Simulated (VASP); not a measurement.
Method: LDA (Ceperley-Alder, Perdew-Zunger), VASP's LDA PAW potentials (set 64) (plane waves; VASP 6.6.1).

The input files of a VASP run:

### INCAR
```
SYSTEM  =  CdS
PREC  =  Accurate; ENCUT  =  530; LREAL  =  .False.
LASPH  =  .True.
EDIFF  =  1E-7; NELM  =  100; ALGO  =  Normal
LMAXMIX  =  4
ISMEAR  =  0; SIGMA  =  0.05
IBRION  =  6; NSW  =  1; ISIF  =  3
POTIM  =  0.015; NFREE  =  2
LWAVE  =  .False.; LCHARG  =  .False.
```

**KPOINTS**
```
Automatic mesh
0
Gamma
7 7 7
0 0 0
```

POSCAR:
```
CdS
1
    0.0000000000     2.8805904508     2.8805904508
    2.8805904508     0.0000000000     2.8805904508
    2.8805904508     2.8805904508     0.0000000000
Cd S
1 1
Direct
  0.0000000000   0.0000000000   0.0000000000
  0.2500000000   0.2500000000   0.2500000000
```

POTCAR, in this order: Cd S (LDA.64 set). Program: vasp_std.

Output of the run:

**OUTCAR**
```


   1 f  =    7.417732 THz    46.606984 2PiTHz  247.428904 cm-1    30.677260 meV

   2 f  =    7.417732 THz    46.606984 2PiTHz  247.428904 cm-1    30.677260 meV

   3 f  =    7.417732 THz    46.606984 2PiTHz  247.428904 cm-1    30.677260 meV

   4 f/i=    0.001454 THz     0.009136 2PiTHz    0.048504 cm-1     0.006014 meV

   5 f/i=    0.001454 THz     0.009136 2PiTHz    0.048504 cm-1     0.006014 meV

   6 f/i=    0.001454 THz     0.009136 2PiTHz    0.048504 cm-1     0.006014 meV

 ELASTIC MODULI CONTR FROM IONIC RELAXATION (kBar)
 Direction    XX          YY          ZZ          XY          YZ          ZX
 --------------------------------------------------------------------------------
 XX          -0.0000     -0.0000     -0.0000     -0.0000     -0.0000     -0.0000
 YY          -0.0000     -0.0000     -0.0000     -0.0000     -0.0000     -0.0000
 ZZ          -0.0000     -0.0000     -0.0000     -0.0000     -0.0000     -0.0000
 XY          -0.0000     -0.0000     -0.0000   -334.5997      0.0000      0.0000
 YZ          -0.0000     -0.0000     -0.0000      0.0000   -334.5997      0.0000
 ZX          -0.0000     -0.0000     -0.0000      0.0000      0.0000   -334.5997
 --------------------------------------------------------------------------------

 TOTAL ELASTIC MODULI (kBar)
 Direction    XX          YY          ZZ          XY          YZ          ZX
 --------------------------------------------------------------------------------
 XX         825.5585    628.6017    628.6017     -0.0000      0.0000     -0.0000
 YY         628.6017    825.5585    628.6017     -0.0000     -0.0000      0.0000
 ZZ         628.6017    628.6017    825.5585      0.0000     -0.0000     -0.0000
 XY          -0.0000     -0.0000      0.0000    272.9660      0.0000      0.0000
 YZ           0.0000     -0.0000     -0.0000      0.0000    272.9660      0.0000
 ZX          -0.0000      0.0000     -0.0000      0.0000      0.0000    272.9660
 --------------------------------------------------------------------------------
```
(Selected blocks of OUTCAR.)

The compound is CdS in the zinc blende structure, a metastable form; wurtzite is the usual one. It was relaxed first.
